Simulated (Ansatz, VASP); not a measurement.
**SiO2 in two plane-wave programs**

Wanted: the spread between two codes on one cell, functional and k mesh. The structure shown is the start of the Ansatz relaxation below; VASP solves that cell, so the two are compared at the walk's first step.

Calculated with Ansatz 0.2.0; plane waves, with VASP 6.6.1 beside it; single point at PBE.

## 1. Set-up

The structure is tetragonal, space group P4_2/mnm (No. 136). The conventional cell has a = 4.207 Å, b = 4.207 Å, c = 2.672 Å, α = 90.00°, β = 90.00°, γ = 90.00°. O has 3 Si at 1.76 to 1.83 Å nearest. Si has 6 O at 1.76 to 1.83 Å nearest. Farther neighbours and most contacts between anions are not listed.

## 2. Ansatz: relaxation, PBE

Ansatz runs on its PAW soft_1 files.

The two programs are compared at the cell with which this relaxation starts, whose forces are those of its first step.

input.yaml

```yaml
crystal:
  lattice:
    - [4.2073700202, 0.0, 0.0]
    - [0.0, 4.2073700202, 0.0]
    - [0.0, 0.0, 2.6718889838]
  atoms:
    - { symbol: O, position: [0.6930172911, 0.6930172911, 0.0] }
    - { symbol: O, position: [0.1930172911, 0.8069827089, 0.5] }
    - { symbol: O, position: [0.3069827089, 0.3069827089, 0.0] }
    - { symbol: O, position: [0.8069827089, 0.1930172911, 0.5] }
    - { symbol: Si, position: [0.5, 0.5, 0.5] }
    - { symbol: Si, position: [0.0, 0.0, 0.0] }
kpoints:
  mp_grid: { grid: [8, 8, 8] }
hamiltonian:
  xc: pbe
  pseudopotentials: { kind: paw, azcp: { folder: soft_1 } }
scf:
  occupations: { method: fixed }
output:
  forces: true
  stress: true
  eigenvalues: true
relax:
  adjacent_minimum: "off"
  f_tol: 0.001
  max_steps: 60
  cell: { stress_tol: 0.01, fix: [volume] }
```

Started as:

```bash
$ ansatz run input.yaml --threads 4 --pin off --max-ram 16384MiB --backend cpu --events-out ev --progress --plain --runs-dir out
```

Numbers of over 12 decimals in the logs are rounded to 6 here.

What it wrote:

```text
Engine: ansatz 0.2.0, x86_64-unknown-linux-gnu
Pseudopotentials: kind: paw
Pseudopotential: O, paw, valence charge 6, recommended cutoff 420 eV (normal), soft_1/O.paw.azcp
Pseudopotential: Si, paw, valence charge 4, recommended cutoff 420 eV (normal), soft_1/Si.paw.azcp
Functional definition: PBE
  parameter kappa = 0.804
  parameter beta = 0.066725
  exchange = pbe_x(kappa = kappa, mu = beta*pi^2/3)
  correlation = pbe_c(beta = beta)
Crystal: 6 atoms, lattice volume = 47.298 Å³
Basis set: ecut = 420 eV, 917 PW (Γ), exchange–correlation on 60×60×36 points (8 copies of the dense FFT grid, shifted against one another)
Bands: 22, of which v1, the nominal top of the filled ones, is band 16 counted from 1 (15 counted from 0)
Symmetry: 16 space group operations
Space group: P42/mnm (ITA 136), of the structure as read, at distance tolerance 3.6e-5 Å
k-points: 75 of 512
Non-local potential: O, projectors of the file, l = 0: 2, l = 1: 2, l = 2: 1
Non-local potential: Si, projectors of the file, l = 0: 2, l = 1: 2, l = 2: 1
PAW form: soft (Blöchl's): semilocal exchange-correlation on the pseudo side does not see the compensation charge
PAW one-centre angular grid: O, 110 points (default); XC on 64 Gauss nodes
PAW one-centre angular grid: Si, 110 points (default); XC on 64 Gauss nodes
Initial density: superposition of atomic densities (chi_scale 0.1, normalization cell, long waves kept (reshape's long-wave potential 0.00 eV rms))
Initial wavefunctions: pseudopotential atomic-orbital guess
Functional: x = pbe(κ = 0.804, μ = 0.219515), c = pbe(β = 0.066725)
SCF iter   1: F=—  HF=-3549.218023 eV  |F-HF|=—  |Δ(HF+E_count)|=         —  Δρ=1.47e-1  dr2=8.23e0  ethr=3.10e-3  ⟨swp⟩=4.3  Hψ=7415  notcnv=0  defer=293
preconditioner: auto → none  [insulator: Δε(μ)=6.530 eV  Ē_g=19.470 eV  n_scr=10 (ndim 8)  ℏωp=30.5 eV  f_vac=0.000  ε∞_Penn≈3.5]
SCF iter   2: F=—  HF=-3547.145401 eV  |F-HF|=—  |Δ(HF+E_count)|=    2.07e0  Δρ=6.58e-2  dr2=7.57e-1  ethr=3.10e-3  ⟨swp⟩=3.3  Hψ=4135  notcnv=0  defer=274
SCF iter   3: F=—  HF=-3546.993796 eV  |F-HF|=—  |Δ(HF+E_count)|=   1.52e-1  Δρ=2.36e-2  dr2=9.44e-2  ethr=2.37e-3  ⟨swp⟩=2.5  Hψ=3061  notcnv=0  defer=297
SCF iter   4: F=—  HF=-3547.025012 eV  |F-HF|=—  |Δ(HF+E_count)|=   3.12e-2  Δρ=1.75e-3  dr2=6.00e-4  ethr=2.95e-4  ⟨swp⟩=2.1  Hψ=1844  notcnv=0  defer=300
SCF iter   5: F=—  HF=-3547.025528 eV  |F-HF|=—  |Δ(HF+E_count)|=   5.16e-4  Δρ=2.32e-4  dr2=7.28e-6  ethr=1.87e-6  ⟨swp⟩=2.2  Hψ=2793  notcnv=0  defer=300
SCF iter   6: F=—  HF=-3547.025412 eV  |F-HF|=—  |Δ(HF+E_count)|=   1.16e-4  Δρ=2.47e-5  dr2=2.51e-7  ethr=2.28e-8  ⟨swp⟩=2.0  Hψ=2757  notcnv=0  defer=148
SCF iter   7: F=-3547.025412 eV  HF=-3547.025412 eV  |F-HF|=2.58e-9  |Δ(HF+E_count)|=   2.05e-8  Δρ=3.90e-6  dr2=3.48e-9  ethr=3.13e-10  ⟨swp⟩=11.2  Hψ=9171  notcnv=0
SCF 1 converged in 7 iterations: F = -3547.025412 eV  dr2 = 3.48e-9
  greatest PAW one-centre occupation: 0.859 electrons in one spin orbital (limit 2), on the O atom at site 3 (counted from 0), in its partial waves of l = 0
relax step   1: F+E_penalty+E_count = -3547.02541193 eV  Δ(F+E_penalty+E_count) = +0.000e0 eV  max|allowed force component| = 1.024e-1 eV/Å  Δτ_max = 0.0000 Å  P = +6.315 GPa  Ω = 47.298 Å³  fix = [volume]  reactions: volume +6.315 GPa  (7 SCF iters, dr2 threshold 1.00e-7 eV, accepted)
[...]
relax step   2: F+E_penalty+E_count = -3547.02621787 eV  Δ(F+E_penalty+E_count) = -8.059e-4 eV  max|allowed force component| = 7.734e-2 eV/Å  Δτ_max = 0.0012 Å  P = +6.164 GPa  Ω = 47.298 Å³  energy of the carried Pulay correction = +4.940e-16 eV  fix = [volume]  reactions: volume +6.164 GPa  (3 SCF iters, dr2 threshold 6.00e-7 eV, accepted)
[...]
relax step   5: F+E_penalty+E_count = -3547.02777054 eV  Δ(F+E_penalty+E_count) = -1.300e-7 eV  max|allowed force component| = 2.275e-5 eV/Å  Δτ_max = 0.0000 Å  P = +5.558 GPa  Ω = 47.298 Å³  energy of the carried Pulay correction = -2.744e-17 eV  fix = [volume]  reactions: volume +5.558 GPa  (4 SCF iters, dr2 threshold 5.31e-10 eV, accepted)
[...]
relax step   6: F+E_penalty+E_count = -3547.02774890 eV  Δ(F+E_penalty+E_count) = +2.164e-5 eV  max|allowed force component| = 1.047e-5 eV/Å  Δτ_max = 0.0000 Å  P = +5.556 GPa  Ω = 47.298 Å³  fix = [volume]  reactions: volume +5.556 GPa  stress off target by 1.32e-2 GPa on what of the cell is left free  SCF on the basis re-selected at this cell (its energy is not comparable with the rows above)  (6 SCF iters)
[...]
relax step   7: F+E_penalty+E_count = -3547.02774848 eV  Δ(F+E_penalty+E_count) = +4.129e-7 eV  max|allowed force component| = 6.294e-6 eV/Å  Δτ_max = 0.0000 Å  P = +5.558 GPa  Ω = 47.298 Å³  energy of the carried Pulay correction = -5.002e-7 eV  fix = [volume]  reactions: volume +5.558 GPa  (4 SCF iters, dr2 threshold 4.37e-10 eV, accepted)
[...]
relax step   8: F+E_penalty+E_count = -3547.02774848 eV  Δ(F+E_penalty+E_count) = -2.274e-12 eV  max|allowed force component| = 8.023e-6 eV/Å  Δτ_max = 0.0000 Å  P = +5.558 GPa  Ω = 47.298 Å³  fix = [volume]  reactions: volume +5.558 GPa  stress off target by 2.81e-4 GPa on what of the cell is left free  SCF on the basis re-selected at this cell (its energy is not comparable with the rows above)  (5 SCF iters)
basis re-selected at this cell: Δ(F+E_penalty+E_count) = -2.274e-12 eV, ΔP = +0.000 GPa vs the last step (what re-selecting the basis moved, of the pressure what is left beyond the Pulay correction that the steps carried, after the strain that the cell walked since its last selection, with what the two solves' SCF thresholds leave and, on support functions, any second-order correction that the steps lacked; it is no  [...]
SCF converged after 5 iterations
Free energy (F): -3547.027748 eV
Harris-Foulkes:  -3547.027748 eV  (|F-HF|=9.09e-13)
Internal energy: -3547.027748 eV  (E = F + TS)
E sigma→0 (E₀):  -3547.027748 eV
Fermi energy:    10.297475 eV
--- Per-component energies (eV) ---
  E_band       = 59.458208
  E_kinetic    = 786.346356
  E_local      = -1214.010570  (includes V_loc(G=0)·N_el)
  E_nonlocal   = 249.641966
  E_hartree    = 444.583797
  E_xc         = -405.068712
  E_vxc        = -469.600007  (∫ρ·V_xc dr)
  E_paw        = -1678.207735  (= ΣΔE_a)
  E_vpaw       = -182.090285  (= ΣTr[D̂ρ^β])
  E_aug_tail   = 0.003187  (compensation charges beyond the density's cutoff)
  E_ewald      = -1730.316037
  E_smearing   = -0.000000  (= −TS)
  E_closure    = -0.000000  (closes the sum)
  Σ components = -3547.027748   (vs F -3547.027748, Δ=0.00e0)
--- Forces (eV/Å), atoms counted from 1 ---
  atom   1  O     -0.00000802    -0.00000802     0.00000000
  atom   2  O     -0.00000802     0.00000802     0.00000000
  atom   3  O      0.00000802     0.00000802     0.00000000
  atom   4  O      0.00000802    -0.00000802     0.00000000
  atom   5  Si    -0.00000000     0.00000000     0.00000000
  atom   6  Si     0.00000000     0.00000000     0.00000000
  max |Σ_I F_I| component: 8.67e-19 eV/Å
--- Stress (GPa, compression-positive) ---
        5.558423       0.000000       0.000000
        0.000000       5.558423       0.000000
        0.000000       0.000000       5.558002
  P = ⅓ Tr σ = 5.5583 GPa (55.583 kbar)
--- Band table (eV; the first three rows and the last of 75) ---
  k-point 0: bands = [... 12 lower, 7.7994, 9.4253, 9.4253, 10.2975, 15.6458, 16.9748, 18.6988, 18.6988, ... 2 higher]
  k-point 1: bands = [... 12 lower, 7.0771, 9.2778, 9.2778, 10.1134, 16.3812, 18.0377, 19.5755, 19.5755, ... 2 higher]
  k-point 2: bands = [... 12 lower, 5.9198, 8.8113, 8.8113, 9.5287, 17.5652, 20.0085, 20.4202, 21.4236, ... 2 higher]
  k-point 74: bands = [... 12 lower, 8.5631, 8.5631, 8.7753, 8.7753, 17.3250, 17.3250, 21.2161, 21.2161, ... 2 higher]
--- Relaxed structure (6 steps of the walk, 6 accepted, 2 SCFs on fresh bases) ---
  F+E_penalty+E_count = -3547.02774848 eV   max|allowed force component| = 8.023e-6 eV/Å   (the final SCF, on the basis selected at the relaxed cell)
  cell:  # Å, volume = 47.2977 Å³
    - [4.200525, 0, 0.0]
    - [0, 4.200525, 0.0]
    - [0.0, 0.0, 2.680605]
  atoms:
    - { symbol: O, position: [0.693936, 0.693936, 0.0] }
    - { symbol: O, position: [0.193936, 0.806064, 0.500000] }
    - { symbol: O, position: [0.306064, 0.306064, 0.0] }
    - { symbol: O, position: [0.806064, 0.193936, 0.500000] }
    - { symbol: Si, position: [0.500000, 0.500000, 0.500000] }
    - { symbol: Si, position: [0, 0, 0.0] }
```

The column dr2 measures how far the density is from self-consistency, as an energy; F and HF (Harris–Foulkes) agree once it is small.

## 3. VASP: single point, PBE, start cell, pair 1

The same cell, functional and mesh now go to VASP, with its own data sets.

Lines of VASP's logs that name or quote its potential files are left out, and so is its time.

INCAR

```
SYSTEM = SiO2
PREC = Accurate
ENCUT = 520
EDIFF = 1E-06
NELM = 120
ISMEAR = 0
SIGMA = 0.01
LREAL = .FALSE.
ALGO = Normal
GGA = PE
NBANDS = 22
LORBIT = 11
LWAVE = .FALSE.
LCHARG = .FALSE.
ISIF = 2
LASPH = .TRUE.
GGA_COMPAT = .FALSE.
EFERMI = MIDGAP
KPAR = 2
```

POSCAR

```
SiO2
1.0
    4.2073700000      0.0000000000      0.0000000000
    0.0000000000      4.2073700000      0.0000000000
    0.0000000000      0.0000000000      2.6718890000
O Si
4 2
Direct
    0.6930172531      0.6930172531      0.0000000000
    0.1930172531      0.8069827469      0.5000000000
    0.3069827469      0.3069827469      0.0000000000
    0.8069827469      0.1930172531      0.5000000000
    0.5000000000      0.5000000000      0.5000000000
    0.0000000000      0.0000000000      0.0000000000
```

KPOINTS

```
Automatic mesh
0
Gamma
8 8 8
0 0 0
```

The projector-augmented-wave data sets are O and Si (PBE family, release 64).

Started as:

```bash
$ mpirun -np 2 vasp_std
```

What it wrote:

```text
[banner, memory and clock lines left out]
running    2 mpi-ranks, on    1 nodes
 distrk:  each k-point on    1 cores,    2 groups
 distr:  one band on    1 cores,    1 groups

 POSCAR found type information on POSCAR O Si
 POSCAR found :  2 types and       6 ions
 LDA part: xc-table for (Slater+PW92), standard interpolation
 POSCAR, INCAR and KPOINTS ok, starting setup
 FFT: planning ... GRIDC
 FFT: planning ... GRID_SOFT
 FFT: planning ... GRID
 WAVECAR not read
 entering main loop
       N       E                     dE             d eps       ncg     rms          rms(c)
DAV:   1     0.154748121614E+03    0.15475E+03   -0.17974E+04  3324   0.140E+03
DAV:   2    -0.438781346744E+02   -0.19863E+03   -0.18993E+03  4394   0.305E+02
DAV:   3    -0.508618381005E+02   -0.69837E+01   -0.69574E+01  4200   0.579E+01
DAV:   4    -0.509108558955E+02   -0.49018E-01   -0.49000E-01  4086   0.565E+00
DAV:   5    -0.509113199091E+02   -0.46401E-03   -0.46398E-03  4086   0.524E-01    0.174E+01
DAV:   6    -0.462464836611E+02    0.46648E+01   -0.16440E+01  3900   0.277E+01    0.786E+00
DAV:   7    -0.462729514890E+02   -0.26468E-01   -0.56626E-01  3978   0.499E+00    0.292E+00
DAV:   8    -0.462876580210E+02   -0.14707E-01   -0.20501E-02  3900   0.137E+00    0.109E+00
DAV:   9    -0.462943442041E+02   -0.66862E-02   -0.85500E-03  4008   0.911E-01    0.266E-01
DAV:  10    -0.462945695636E+02   -0.22536E-03   -0.65712E-04  4032   0.200E-01    0.462E-02
DAV:  11    -0.462945352401E+02    0.34323E-04   -0.14149E-04  4062   0.869E-02    0.760E-03
DAV:  12    -0.462945365621E+02   -0.13220E-05   -0.87454E-06  3966   0.214E-02    0.465E-03
DAV:  13    -0.462945364641E+02    0.98019E-07   -0.13499E-06  2586   0.900E-03
   1 F= -.46294536E+02 E0= -.46294536E+02  d E =0.000000E+00
```

From OUTCAR (step 3):

```text
ion  position               nearest neighbor table
   1  0.693  0.693  0.000-   5 1.76   5 1.76   6 1.83
   2  0.193  0.807  0.500-   6 1.76   6 1.76   5 1.83
   3  0.307  0.307  0.000-   5 1.76   5 1.76   6 1.83
   4  0.807  0.193  0.500-   6 1.76   6 1.76   5 1.83
   5  0.500  0.500  0.500-   1 1.76   3 1.76   1 1.76   3 1.76   2 1.83   4 1.83
   6  0.000  0.000  0.000-   2 1.76   4 1.76   2 1.76   4 1.76   3 1.83   1 1.83

  LATTYP: Found a simple tetragonal cell.
 ALAT       =     4.2073700000
 C/A-ratio  =     0.6350496866

 Subroutine GETGRP returns: Found 16 space group operations
 (whereof  8 operations were pure point group operations)

The static configuration has the point symmetry D_2h.
 The point group associated with its full space group is D_4h.

 Found     75 irreducible k-points:

   k-points           NKPTS =     75   k-points in BZ     NKDIM =     75   number of bands    NBANDS=     22

   dimension x,y,z NGX =    32 NGY =   32 NGZ =   20
   dimension x,y,z NGXF=    64 NGYF=   64 NGZF=   40

   ENCUT  =  520.0 eV  38.22 Ry    6.18 a.u.   7.82  7.82  4.97*2*pi/ulx,y,z

   NELECT =      32.0000    total number of electrons

 k-points in reciprocal lattice and weights: Automatic mesh
   0.00000000  0.00000000  0.00000000       0.002
   0.12500000  0.00000000  0.00000000       0.008
   0.25000000  0.00000000  0.00000000       0.008
   0.37500000  0.00000000  0.00000000       0.008
   0.50000000  0.00000000  0.00000000       0.004
   0.12500000  0.12500000  0.00000000       0.008
   0.25000000  0.12500000  0.00000000       0.016
   0.37500000  0.12500000  0.00000000       0.016
   0.50000000  0.12500000  0.00000000       0.008
[...]
0.50000000  0.37500000  0.50000000       0.008
   0.50000000  0.50000000  0.50000000       0.002

 average (electrostatic) potential at core
       1 -66.9458       2 -66.9458       3 -66.9458       4 -66.9458       5 -81.4378
       6 -81.4378

 E-fermi :  10.7006

 k-point     1 :       0.0000    0.0000    0.0000
  band No.  band energies     occupation
    ...
     12       4.9300      2.00000
     13       5.4844      2.00000
     14       7.1473      2.00000
     15       7.1473      2.00000
     16       8.0078      2.00000
     17      13.3934      0.00000
     18      14.7052      0.00000
     19      16.4775      0.00000
     20      16.4775      0.00000
     21      19.1618      0.00000
    ...

 k-point     2 :       0.1250    0.0000    0.0000
  band No.  band energies     occupation
    ...
     12       4.9640      2.00000
     13       5.5244      2.00000
     14       6.8021      2.00000
     15       7.1181      2.00000
     16       7.8864      2.00000
     17      13.6570      0.00000
     18      14.8380      0.00000
     19      16.4979      0.00000
     20      16.5209      0.00000
     21      19.4349      0.00000
    ...

 k-point     3 :       0.2500    0.0000    0.0000
  band No.  band energies     occupation
    ...
     12       5.0597      2.00000
     13       5.5427      2.00000
     14       5.9563      2.00000
     15       7.0396      2.00000
     16       7.5523      2.00000
     17      14.2903      0.00000
     18      15.1994      0.00000
     19      16.6289      0.00000
     20      16.6750      0.00000
     21      19.6554      0.00000
    ...

  Total        1.7136153      1.7136153      2.3921257      0.0000000      0.0000000      0.0000000
  in kB       58.0475762     58.0475762     81.0316620      0.0000000      0.0000000      0.0000000
  external PRESSURE =      65.7089381 kB  Pullay stress =       0.0000000 kB

  energy-cutoff  :      520.00
  volume of cell :       47.30
      direct lattice vectors                 reciprocal lattice vectors
     4.207370000  0.000000000  0.000000000     0.237678169  0.000000000  0.000000000
     0.000000000  4.207370000  0.000000000     0.000000000  0.237678169  0.000000000
     0.000000000  0.000000000  2.671889000     0.000000000  0.000000000  0.374267045

 POSITION                                       TOTAL-FORCE (eV/Angst)
 -----------------------------------------------------------------------------------
      2.91578      2.91578      0.00000         0.116620      0.116620      0.000000
      0.81210      3.39527      1.33594         0.116620     -0.116620     -0.000000
      1.29159      1.29159      0.00000        -0.116620     -0.116620     -0.000000
      3.39527      0.81210      1.33594        -0.116620      0.116620     -0.000000
      2.10369      2.10369      1.33594        -0.000000      0.000000     -0.000000
      0.00000      0.00000      0.00000        -0.000000      0.000000     -0.000000
 -----------------------------------------------------------------------------------
    total drift:                                0.000000      0.000000      0.000000

  FREE ENERGIE OF THE ION-ELECTRON SYSTEM (eV)
  ---------------------------------------------------
  free  energy   TOTEN  =       -46.2945364641 eV

  energy  without entropy=      -46.2945364641  energy(sigma->0) =      -46.29453646

 total charge
# of ion       s       p       d       tot
------------------------------------------
    1        1.550   3.683   0.000   5.232
    2        1.550   3.683   0.000   5.232
    3        1.550   3.683   0.000   5.232
    4        1.550   3.683   0.000   5.232
    5        0.587   0.866   0.000   1.452
    6        0.587   0.866   0.000   1.452
--------------------------------------------------
tot          7.373  16.462   0.000  23.834

[... 3 further parts left out ...]
```

The run ends at a pressure of 6.57 GPa, with forces up to 0.16 eV/Å.

## 4. Differences

Known differences besides the potentials themselves: fixed occupations in Ansatz, narrow Gaussian smearing in VASP; the cutoff is 420 eV in Ansatz and 520 eV in VASP. Total energies have different zeros and are not compared.

Forces (eV/Å; atoms numbered as in POSCAR):

| atom | Ansatz x, y, z | VASP x, y, z |
| --- | --- | --- |
| O1 | 0.102, 0.102, 0.000 | 0.117, 0.117, 0.000 |
| O2 | 0.102, -0.102, 0.000 | 0.117, -0.117, 0.000 |
| O3 | -0.102, -0.102, 0.000 | -0.117, -0.117, 0.000 |
| O4 | -0.102, 0.102, 0.000 | -0.117, 0.117, 0.000 |
| Si5 | 0.000, 0.000, 0.000 | 0.000, 0.000, 0.000 |
| Si6 | 0.000, 0.000, 0.000 | 0.000, 0.000, 0.000 |

The forces differ by 9.5 meV/Å r.m.s., which is 12.2 % of the r.m.s. force of 0.078 eV/Å (both taken over all components).

## 5. Ansatz: relaxation, PBE

The two programs are compared at the cell with which this relaxation starts, whose forces are those of its first step. The cell compared in this pair holds 47.78 Å³, against 47.30 Å³ for the pair before.

The structure compared here is the start of the Ansatz relaxation; VASP solves that cell, so the two are compared at the walk's first step.

input.yaml, the sections that differ from step 2:

```yaml
crystal:
  lattice:
    - [4.1956340233, 0.0, 0.0]
    - [0.0, 4.1956340233, 0.0]
    - [0.0, 0.0, 2.7142743791]
  atoms:
    - { symbol: O, position: [0.6967233828, 0.6967233828, 0.0] }
    - { symbol: O, position: [0.1967233828, 0.8032766172, 0.5] }
    - { symbol: O, position: [0.3032766172, 0.3032766172, 0.0] }
    - { symbol: O, position: [0.8032766172, 0.1967233828, 0.5] }
    - { symbol: Si, position: [0.5, 0.5, 0.5] }
    - { symbol: Si, position: [0.0, 0.0, 0.0] }
# kpoints, hamiltonian, scf, output, relax: as in step 2
```

Started as:

```bash
$ ansatz run input.yaml --threads 4 --pin off --max-ram 16384MiB --backend cpu --events-out ev --progress --plain --runs-dir out
```

What it wrote:

```text
[...]
Crystal: 6 atoms, lattice volume = 47.780 Å³
Basis set: ecut = 420 eV, 933 PW (Γ), exchange–correlation on 60×60×40 points (8 copies of the dense FFT grid, shifted against one another)
Bands: 22, of which v1, the nominal top of the filled ones, is band 16 counted from 1 (15 counted from 0)
Symmetry: 16 space group operations
[...]
k-points: 75 of 512
[...]
cell:  # Å, volume = 47.7803 Å³
    - [4.218064, 0, 0.0]
    - [0, 4.218064, 0.0]
    - [0.0, 0.0, 2.685485]
  atoms:
    - { symbol: O, position: [0.693490, 0.693490, 0.0] }
    - { symbol: O, position: [0.193490, 0.806510, 0.500000] }
    - { symbol: O, position: [0.306510, 0.306510, 0.0] }
    - { symbol: O, position: [0.806510, 0.193490, 0.500000] }
    - { symbol: Si, position: [0.5, 0.5, 0.500000] }
    - { symbol: Si, position: [2.051145237242335e-19, 0, 0.0] }
[key lines of the parts left out:]
SCF converged after 6 iterations
Free energy (F): -3547.040064 eV
Fermi energy:    10.127304 eV
P = ⅓ Tr σ = 2.6850 GPa (26.850 kbar)
```

[end of part 1 of 2]

[Lines on the potential files, build, host, timing and source positions are cut from VASP's logs without a mark.]

[Logs are printed without paths, hosts, clocks, repeated set-up lines and the standing remarks that a program may print on its own settings, such as how far it seeks lower states.]

[Hosts, paths, dates, database ids (printed as entryN), source tags and the programs' standing remarks are cut or masked in the printed files.]
